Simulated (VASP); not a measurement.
Input:

```
V
1.0
   -1.51500     1.51500     1.51500
    1.51500    -1.51500     1.51500
    1.51500     1.51500    -1.51500
V
1
Cartesian
  0.00000   0.00000   0.00000
```

Calculation: optB88-vdW, VASP's PBE PAW potentials (set 64) (plane waves; VASP 6.6.1). Settings: 520 eV cut-off, 15×15×15 Γ-centred mesh, first-order Methfessel-Paxton smearing of 0.10 eV, potentials V_sv.

Energy and stress use the plane-wave basis of the starting cell.

The ions, cell shape and volume are relaxed. Predict the relaxed structure.

```
V
1.0
   -1.49145     1.49145     1.49145
    1.49145    -1.49145     1.49145
    1.49145     1.49145    -1.49145
V
1
Cartesian
  0.00000   0.00000   0.00000
```
Space group Im-3m (229), at a tolerance of 0.03 Å.

How do energy and volume change from the first to the last step?

The energy (σ→0) changes by -17.1 meV/atom and the volume by -4.6 %, in 3 ionic steps.

The compound is V in the bcc structure. This run relaxes it. Symmetry was kept, so distortions that lower it aren't found. The run is not spin-polarised, so no magnetic state was tried.
